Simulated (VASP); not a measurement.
# A VASP study of FeNi3 (Awaruite) (PBE + D3(BJ)): structure first, properties next, part 5 of 6

Wanted: the relaxed cell of FeNi3 (Awaruite) and its properties. The start is a cell from a database of measured crystal structures.

VASP 6.6.1, plane waves and PAW; the level of theory is named at each step.

Still holding for the runs below: The magnetic order is the lowest of the few collinear ones that converged above; longer or canted patterns were not tried.

So far, largest spin moment in the PAW sphere (μB): step 2 (magnetic order: ferromagnetic) 2.92; step 4 (magnetic order: antiferromagnetic, q = (0, 0, 1/2)) 2.96; step 5 (magnetic order: antiferromagnetic, q = (1/2, 1/2, 1/2)) 2.99; step 6 (magnetic order: antiferromagnetic, q = (1/2, 1/2, 0)) 2.93; step 8 (relaxing cell and atoms (PBE + D3(BJ))) 2.89. The relaxed cell has a = 3.504 Å (conventional setting).

### Step 11. Band structure (PBE + D3(BJ))

Level of this step: PBE with D3(BJ), spin-polarised from a ferromagnetic start; plane waves and PAW (Fe, Ni) (VASP).

The mesh alone shows little of the dispersion and can miss band extrema, so KPOINTS_OPT adds a path through the symmetry points after the self-consistent cycle.

The input, INCAR:

```
SYSTEM = FeNi3
PREC = Accurate
ENCUT = 400
EDIFF = 1E-06
NELM = 100
ISMEAR = 1
SIGMA = 0.2
LREAL = .FALSE.
ALGO = Normal
GGA = PE
IVDW = 12
NBANDS = 38
ISPIN = 2
MAGMOM = 2.89 0.666 0.666 0.666
LASPH = .TRUE.
LMAXMIX = 4
LORBIT = 11
LWAVE = .FALSE.
LCHARG = .FALSE.
KPAR = 8
```

The input, POSCAR:

```
FeNi3
1.0
    3.5036226686      0.0000000000      0.0000000000
    0.0000000000      3.5036226686      0.0000000000
    0.0000000000      0.0000000000      3.5036226686
Fe Ni
1 3
Direct
    0.0000000000      0.0000000000      0.0000000000
    0.0000000000      0.5000000000      0.5000000000
    0.5000000000      0.0000000000      0.5000000000
    0.5000000000      0.5000000000      0.0000000000
```

The input, KPOINTS:

```
Automatic mesh
0
Gamma
6 6 6
0 0 0
```

The input, KPOINTS_OPT:

```
Line mode
16
Line-mode
Reciprocal
  0.00000000   0.00000000   0.00000000 GAMMA
  0.00000000   0.50000000   0.00000000 X

  0.00000000   0.50000000   0.00000000 X
  0.50000000   0.50000000   0.00000000 M

  0.50000000   0.50000000   0.00000000 M
  0.00000000   0.00000000   0.00000000 GAMMA

  0.00000000   0.00000000   0.00000000 GAMMA
  0.50000000   0.50000000   0.50000000 R

  0.50000000   0.50000000   0.50000000 R
  0.00000000   0.50000000   0.00000000 X

  0.50000000   0.50000000   0.00000000 M
  0.50000000   0.50000000   0.50000000 R
```

PAW data sets: Fe and Ni (PBE family, release 64).

On the command line:

```sh
> mpirun -np 8 vasp_std
```

Output:

```text
[... set-up lines as in an earlier step ...]
 entering main loop
       N       E                     dE             d eps       ncg     rms          rms(c)
DAV:   1     0.225723528847E+03    0.22572E+03   -0.12970E+04  3304   0.117E+03
DAV:   2    -0.902090118168E+01   -0.23474E+03   -0.21509E+03  3052   0.253E+02
DAV:   3    -0.287567530036E+02   -0.19736E+02   -0.18559E+02  3356   0.866E+01
DAV:   4    -0.291094350703E+02   -0.35268E+00   -0.35210E+00  3436   0.130E+01
DAV:   5    -0.291191522974E+02   -0.97172E-02   -0.97162E-02  4354   0.168E+00    0.214E+01
DAV:   6    -0.261478928113E+02    0.29713E+01   -0.15717E+01  3518   0.642E+01    0.181E+01
DAV:   7    -0.289415294454E+02   -0.27936E+01   -0.14104E+01  3688   0.727E+01    0.260E+01
DAV:   8    -0.249241374081E+02    0.40174E+01   -0.10960E+01  4306   0.355E+01    0.558E+00
DAV:   9    -0.250069537471E+02   -0.82816E-01   -0.29283E-01  4188   0.464E+00    0.306E+00
DAV:  10    -0.249803347453E+02    0.26619E-01   -0.44781E-02  3870   0.499E+00    0.155E+00
DAV:  11    -0.249769252239E+02    0.34095E-02   -0.11512E-02  4246   0.139E+00    0.885E-01
DAV:  12    -0.249800842935E+02   -0.31591E-02   -0.33783E-03  4492   0.107E+00    0.226E-01
DAV:  13    -0.249802006112E+02   -0.11632E-03   -0.50741E-04  4400   0.375E-01    0.452E-02
DAV:  14    -0.249802181206E+02   -0.17509E-04   -0.10876E-04  3980   0.938E-02    0.595E-02
DAV:  15    -0.249802217978E+02   -0.36772E-05   -0.16085E-05  3562   0.851E-02    0.187E-02
DAV:  16    -0.249802209957E+02    0.80210E-06   -0.22034E-06  2872   0.141E-02
   1 F= -.26758077E+02 E0= -.26761254E+02  d E =0.952926E-02  mag=     4.8764
 Start KPOINTS_OPT (optional k-point list driver)
k-point batch [1-20\96]
       N       E                     dE             ncg
DAV:   1     0.982557245554E+04   -0.15061E+04     3350
DAV:   2     0.527179035338E+04   -0.45538E+04     3088
DAV:   3     0.491833655395E+04   -0.35345E+03     3306
DAV:   4     0.491139480791E+04   -0.69417E+01     3306
DAV:   5     0.491117853680E+04   -0.21627E+00     4330
DAV:   6     0.491117435304E+04   -0.41838E-02     3600
DAV:   7     0.491117431986E+04   -0.33177E-04     4310
DAV:   8     0.491117431959E+04   -0.27494E-06     2202
[...]
k-point batch [81-96\96]
       N       E                     dE             ncg
DAV:   1     0.114162754664E+05   -0.14263E+05     2672
DAV:   2     0.789321731651E+04   -0.35231E+04     2438
DAV:   3     0.762003864963E+04   -0.27318E+03     2876
DAV:   4     0.761507810851E+04   -0.49605E+01     2730
DAV:   5     0.761490525688E+04   -0.17285E+00     3624
DAV:   6     0.761490225873E+04   -0.29981E-02     2946
DAV:   7     0.761490222830E+04   -0.30428E-04     3600
DAV:   8     0.761490222806E+04   -0.23834E-06     1944
```

It took 16 s on 8 MPI ranks of AMD EPYC 9R45, shared host; peak memory 1.5 GiB; 1.8 min of CPU time.

OUTCAR, selected parts (step 11):

```text
   k-points           NKPTS =     20   k-points in BZ     NKDIM =     20   number of bands    NBANDS=     38

   NELECT =      38.0000    total number of electrons

 E-fermi :   9.0265

 k-point     3 :       0.3333    0.0000    0.0000
  band No.  band energies     occupation
    ...
     18       7.7137      1.00000
     19       7.7159      1.00000
     20       8.0213      1.00000
     21       8.3425      1.00001
     22       8.3802      1.00002
     23      14.3399      0.00000
     24      14.3399      0.00000
     25      18.5621      0.00000
     26      18.7412      0.00000
     27      19.3833      0.00000
    ...

 k-point     4 :       0.5000    0.0000    0.0000
  band No.  band energies     occupation
    ...
     18       7.4255      1.00000
     19       7.6031      1.00000
     20       7.9385      1.00000
     21       8.3427      1.00001
     22       8.3805      1.00002
     23      16.7270      0.00000
     24      16.7270      0.00000
     25      16.7531      0.00000
     26      16.7531      0.00000
     27      18.9084      0.00000
    ...

 Edisp (eV)   -1.77786

  Total       0.00272     0.00272     0.00272    -0.00000     0.00000     0.00000
  in kB       0.10144     0.10144     0.10144    -0.00000     0.00000     0.00000
  external pressure =        0.10 kB  Pullay stress =        0.00 kB

  FREE ENERGIE OF THE ION-ELECTRON SYSTEM (eV)
  ---------------------------------------------------
  free  energy   TOTEN  =       -26.7580772502 eV

  energy  without entropy=      -26.7676065070  energy(sigma->0) =      -26.76125367

[... 13 parts as in an earlier step ...]

[... 10 further parts left out ...]
```

This step gave:

| Quantity | Value |
| --- | --- |
| bands | 38 |
| Fermi energy | 9.027 eV |
| pressure | 0.01014 GPa |

Spin up. The electronic bands at the labelled points (eV, zero at the Fermi level; # counts the bands kept):

```
          point    #18    #19    #20    #21    #22    #23    #24    #25
              Γ  -0.68  -0.65  -0.65  -0.65   2.29   2.29   2.29   9.16
0.47 of the way  -1.01  -0.93  -0.68  -0.65  -0.21   4.04   4.04   9.34
              X  -1.60  -1.42  -1.09  -0.68  -0.65   7.70   7.70   7.73
0.47 of the way  -1.59  -1.04  -0.99  -0.78  -0.73   4.11   4.12   8.66
              M  -1.75  -1.58  -1.54   0.79   0.79   0.86   0.89  11.42
0.47 of the way  -1.16  -1.14  -1.10  -0.97   1.24   1.35   6.02   6.71
              Γ  -0.68  -0.65  -0.65  -0.65   2.29   2.29   2.29   9.16
0.47 of the way  -1.48  -0.80  -0.80  -0.77   2.17   2.17   2.31   8.80
              R  -0.82  -0.82  -0.82  -0.54  -0.54  -0.54  -0.44   5.68
0.53 of the way  -0.97  -0.95  -0.91  -0.88  -0.84   3.53   3.57   6.14
              X  -1.60  -1.42  -1.09  -0.68  -0.65   7.70   7.70   7.73
      jump to M  -1.75  -1.58  -1.54   0.79   0.79   0.86   0.89  11.42
0.47 of the way  -1.16  -1.16  -1.13   0.57   0.57   0.60   0.66   7.73
              R  -0.82  -0.82  -0.82  -0.54  -0.54  -0.54  -0.44   5.68
```

Of the projections kept (Fe, Ni), the largest for each band there; the rest of the weight can lie on other orbitals:

```
point      #18      #19      #20      #21      #22      #23      #24      #25
    Γ  Ni 0.59  Ni 1.00  Ni 1.00  Ni 1.00  Ni 0.74  Ni 0.74  Ni 0.74  Ni 0.76
    X  Ni 1.00  Ni 0.62  Ni 1.00  Ni 0.59  Ni 1.00  Ni 0.66  Ni 0.66  Ni 0.82
    M  Ni 0.65  Ni 1.00  Ni 1.00  Ni 0.93  Ni 0.93  Ni 0.62  Ni 0.59  Ni 1.00
    Γ  Ni 0.59  Ni 1.00  Ni 1.00  Ni 1.00  Ni 0.74  Ni 0.74  Ni 0.74  Ni 0.76
    R  Ni 1.00  Ni 1.00  Ni 1.00  Ni 0.65  Ni 0.65  Ni 0.65  Ni 1.00  Ni 0.82
    X  Ni 1.00  Ni 0.62  Ni 1.00  Ni 0.59  Ni 1.00  Ni 0.66  Ni 0.66  Ni 0.82
```

Spin down. Electronic bands along the path, in eV, zero at the Fermi level; # counts the bands kept:

```
          point    #14    #15    #16    #17    #18   #19   #20   #21
              Γ   0.31   0.31   0.31   1.04   1.04  1.31  1.31  1.31
0.47 of the way  -0.55  -0.25  -0.04   0.32   0.54  0.54  0.85  1.01
              X  -0.98  -0.88  -0.41  -0.14  -0.14  0.32  0.52  0.64
0.47 of the way  -0.94  -0.84  -0.74  -0.37   0.24  0.51  0.56  0.80
              M  -1.27  -1.24  -0.82  -0.68   0.17  0.17  0.40  1.49
0.47 of the way  -0.99  -0.57  -0.41  -0.10   0.47  0.53  0.62  0.77
              Γ   0.31   0.31   0.31   1.04   1.04  1.31  1.31  1.31
0.47 of the way  -0.91  -0.83  -0.83   0.15   0.30  0.30  0.89  0.89
              R  -0.49  -0.49  -0.49   0.08   0.08  0.08  0.83  0.83
0.53 of the way  -1.24  -1.21  -0.74  -0.02   0.43  0.58  0.58  0.61
              X  -0.98  -0.88  -0.41  -0.14  -0.14  0.32  0.52  0.64
      jump to M  -1.27  -1.24  -0.82  -0.68   0.17  0.17  0.40  1.49
0.47 of the way  -1.46  -1.46  -1.17  -0.24   0.45  0.45  0.81  1.23
              R  -0.49  -0.49  -0.49   0.08   0.08  0.08  0.83  0.83
```

Of the projections kept (Fe, Ni), the largest for each band there; the rest of the weight can lie on other orbitals:

```
point      #14      #15      #16      #17      #18      #19      #20      #21
    Γ  Ni 1.00  Ni 1.00  Ni 1.00  Fe 0.61  Fe 0.61  Fe 0.68  Fe 0.68  Fe 0.68
    X  Ni 1.00  Ni 1.00  Ni 1.00  Fe 0.65  Fe 0.65  Ni 1.00  Fe 0.93  Fe 0.59
    M  Ni 1.00  Ni 1.00  Ni 1.00  Ni 1.00  Fe 0.67  Fe 0.67  Fe 0.99  Ni 0.95
    Γ  Ni 1.00  Ni 1.00  Ni 1.00  Fe 0.61  Fe 0.61  Fe 0.68  Fe 0.68  Fe 0.68
    R  Ni 0.67  Ni 0.67  Ni 0.67  Ni 1.00  Ni 1.00  Ni 1.00  Ni 0.51  Ni 0.51
    X  Ni 1.00  Ni 1.00  Ni 1.00  Fe 0.65  Fe 0.65  Ni 1.00  Fe 0.93  Fe 0.59
```

There is no gap at this level.

Spin up: of the bands kept, 4 cross the Fermi level on this path. Spin down: of the bands kept, 6 cross the Fermi level on this path.

### Step 12. Total and projected DOS (PBE + D3(BJ))

Here the states are counted by energy and projected on the atoms. The mesh is finer than in the run before.

Edit INCAR of step 11 so:

```diff
@@ -5,3 +5,3 @@
 NELM = 100
-ISMEAR = 1
+ISMEAR = -5
 SIGMA = 0.2
@@ -20 +20,2 @@
 KPAR = 8
+NEDOS = 2001
```

POSCAR is that of step 11.

The input, KPOINTS:

```
Automatic mesh
0
Gamma
8 8 8
0 0 0
```

On the command line:

```sh
> mpirun -np 8 vasp_std
```

Output:

```text
[... set-up lines as in an earlier step ...]
 entering main loop
       N       E                     dE             d eps       ncg     rms          rms(c)
DAV:   1     0.222432158162E+03    0.22243E+03   -0.13094E+04  5792   0.116E+03
DAV:   2    -0.100440888429E+02   -0.23248E+03   -0.21371E+03  5338   0.250E+02
DAV:   3    -0.287815026256E+02   -0.18737E+02   -0.17649E+02  5964   0.845E+01
DAV:   4    -0.291136175735E+02   -0.33211E+00   -0.33160E+00  5880   0.126E+01
DAV:   5    -0.291228392110E+02   -0.92216E-02   -0.92229E-02  7670   0.163E+00    0.212E+01
DAV:   6    -0.262895062938E+02    0.28333E+01   -0.16188E+01  6202   0.650E+01    0.194E+01
DAV:   7    -0.295436842074E+02   -0.32542E+01   -0.17744E+01  6392   0.794E+01    0.268E+01
DAV:   8    -0.248805506942E+02    0.46631E+01   -0.13004E+01  7580   0.365E+01    0.590E+00
DAV:   9    -0.249962862100E+02   -0.11574E+00   -0.30096E-01  7658   0.494E+00    0.330E+00
DAV:  10    -0.249736600944E+02    0.22626E-01   -0.65206E-02  6908   0.590E+00    0.161E+00
DAV:  11    -0.249697266383E+02    0.39335E-02   -0.16977E-02  7460   0.156E+00    0.108E+00
DAV:  12    -0.249735813897E+02   -0.38548E-02   -0.37472E-03  7504   0.144E+00    0.271E-01
DAV:  13    -0.249731702564E+02    0.41113E-03   -0.75447E-04  7828   0.464E-01    0.601E-02
DAV:  14    -0.249729520941E+02    0.21816E-03   -0.19999E-04  7124   0.134E-01    0.982E-02
DAV:  15    -0.249729943039E+02   -0.42210E-04   -0.48205E-05  6942   0.151E-01    0.196E-02
DAV:  16    -0.249730040613E+02   -0.97574E-05   -0.43273E-06  5554   0.212E-02    0.217E-02
DAV:  17    -0.249730392941E+02   -0.35233E-04   -0.25934E-06  3468   0.322E-02    0.369E-03
DAV:  18    -0.249730364662E+02    0.28279E-05   -0.36397E-07  3006   0.525E-03    0.166E-03
DAV:  19    -0.249730358413E+02    0.62488E-06   -0.99042E-08  2942   0.280E-03
   1 F= -.26750892E+02 E0= -.26750892E+02  d E =0.000000E+00  mag=     4.6312
 -----------------------------------------------------------------------------
|                                                                             |
|           W    W    AA    RRRRR   N    N  II  N    N   GGGG   !!!           |
|           W    W   A  A   R    R  NN   N  II  NN   N  G    G  !!!           |
|           W    W  A    A  R    R  N N  N  II  N N  N  G       !!!           |
|           W WW W  AAAAAA  RRRRR   N  N N  II  N  N N  G  GGG   !            |
|           WW  WW  A    A  R   R   N   NN  II  N   NN  G    G                |
|           W    W  A    A  R    R  N    N  II  N    N   GGGG   !!!           |
|                                                                             |
|     Tetrahedron method does not include variations of the Fermi             |
|     occupations, so forces and stress will be inaccurate. We suggest        |
|     using a different smearing scheme ISMEAR = 1 or 2 for metals in         |
|     relaxations.                                                            |
|                                                                             |
 -----------------------------------------------------------------------------
```

The job ended after 11 s (8 MPI ranks; peak memory 1.4 GiB; 77 s of CPU time).

Parts of OUTCAR (step 12):

```text
   k-points           NKPTS =     35   k-points in BZ     NKDIM =     35   number of bands    NBANDS=     38

   NELECT =      38.0000    total number of electrons

 E-fermi :   9.0277

 spin component 1
 k-point     1 :       0.0000    0.0000    0.0000
  band No.  band energies     occupation
    ...
     17       8.3730      1.00000
     18       8.3730      1.00000
     19       8.4554      1.00000
     20       8.4554      1.00000
     21       8.4554      1.00000
     22      11.3210      0.00000
     23      11.3210      0.00000
     24      11.3210      0.00000
     25      18.2118      0.00000
     26      18.2118      0.00000
    ...

 k-point     2 :       0.1250    0.0000    0.0000
  band No.  band energies     occupation
    ...
     17       8.2148      1.00000
     18       8.3134      1.00000
     19       8.3134      1.00000
     20       8.3729      1.00000
     21       8.4555      1.00000
     22      10.3481     -0.01142
     23      11.9439      0.00000
     24      11.9439      0.00000
     25      18.2582      0.00000
     26      18.4940      0.00000
    ...

 Edisp (eV)   -1.77786

  Total      -0.14982    -0.14982    -0.14982    -0.00000    -0.00000     0.00000
  in kB      -5.58117    -5.58117    -5.58117    -0.00000    -0.00000     0.00000
  external pressure =       -5.58 kB  Pullay stress =        0.00 kB

  FREE ENERGIE OF THE ION-ELECTRON SYSTEM (eV)
  ---------------------------------------------------
  free  energy   TOTEN  =       -26.7508920958 eV

  energy  without entropy=      -26.7508920958  energy(sigma->0) =      -26.75089210

 magnetization (x)
# of ion       s       p       d       tot
------------------------------------------
    1        0.012  -0.001   2.848   2.859
    2       -0.017  -0.045   0.658   0.596
    3       -0.017  -0.045   0.658   0.596
    4       -0.017  -0.045   0.658   0.596
--------------------------------------------------
tot         -0.039  -0.136   4.822   4.647

[... 7 parts as in an earlier step ...]

[... 15 further parts left out ...]
```

With tetrahedra the forces and stress of a metal are not exact derivatives of the energy.

Numbers from this step:

```
SCF cycles                                        : 19
irreducible k-points                              : 35
free energy (TOTEN)                               : -26.75 eV
Fermi energy                                      : 9.028 eV
pressure                                          : -0.5581 GPa
moment of the cell, from the last line of the log : 4.631 μB
DOS at the Fermi level                            : 3.534 states/eV/cell
```

Spin moment in the PAW sphere by atom:

```
atom  spin moment in the PAW sphere (μB)
 Fe1                                2.86
 Ni2                                0.60
 Ni3                                0.60
 Ni4                                0.60
```

The density of states has structure finer than the step of the table below, so its rows give means over 1 eV, whole bins alone (the curve runs from -11.3 to 7.96 eV). Peaks (eV: height): total down -1.5: 6.73, -1.1: 5.57, 0.4: 7.14, 0.8: 6.33; total up -4.1: 4.71, -2.6: 7.81, -2.0: 5.25, -0.8: 7.94; Ni d up -4.2: 2.29, -2.6: 5.63, -2.0: 3.72, -0.8: 6.46; Ni d down -2.0: 3.84, -1.5: 5.15, -1.1: 4.52, 0.4: 3.04; Fe d up -4.1: 1.71, -2.6: 1.53, -2.0: 1.12, -0.9: 1.37.

States under -11.3 eV and over 8.0 eV are left out. Table of density of states by energy, zero at the Fermi level; means over each step; 7 of 14 lines; values in states/eV/cell:

```
energy (eV)  total down  total up  Ni d up  Ni d down  Fe d up  Fe d down  Ni p up
        -10           0         0        0          0        0          0        0
         -9      0.0466    0.0514        0          0   1.1e-5          0  0.00150
         -8       0.154     0.162  0.00210    0.00157  0.00121     5.0e-4   0.0107
         -7       0.246     0.269   0.0126    0.00968  0.00926    0.00248   0.0287
         -6       0.361     0.508   0.0705     0.0361   0.0569     0.0112   0.0543
         -5       0.768      2.08    0.739      0.209    0.636     0.0547    0.113
         -4        2.08      3.44     1.66       1.19     1.22      0.221    0.161
         -3        3.10      4.86     3.24       2.26     1.03      0.322    0.184
         -2        4.60      4.43     3.28       3.46    0.778      0.512    0.114
         -1        4.36      5.14     4.25       3.53    0.717      0.436   0.0463
          0        3.02     0.741    0.454       1.86   0.0760       1.01   0.0758
          1        2.94     0.511    0.219       1.22   0.0508       1.47   0.0987
          2       0.508     0.518    0.158      0.160   0.0651      0.173    0.134
          3       0.662     0.500    0.132      0.177   0.0510      0.196    0.153
          4       0.518     0.403   0.0985      0.132   0.0362      0.110    0.135
          5       0.406     0.298   0.0693      0.100   0.0249     0.0656    0.105
          6       0.216     0.292   0.0742     0.0518   0.0326     0.0283   0.0543
          7       0.431     0.560    0.137      0.108   0.0573     0.0699    0.114
```

The finer mesh and the other smearing move the Fermi level by +0.00 eV from the 6×6×6 run, a small shift, which tests the Fermi level alone. Of the states within 0.3 eV of the Fermi level, the largest shares in the PAW spheres are Ni d 70 % and Fe d 19 %. The rest lies in smaller channels or between the spheres.

(Part 5 of 6 ends here.)

[Lines on the potential files, build, host, timing and source positions are cut from VASP's logs without a mark.]

[Logs are printed without paths, hosts, clocks, repeated set-up lines and the standing remarks that a program may print on its own settings, such as how far it seeks lower states.]

[Hosts, paths, dates, database ids (printed as entryN), source tags and the programs' standing remarks are cut or masked in the printed files.]

[A measured line is paired with the nearest computed mode of its activity, which favours agreement.]
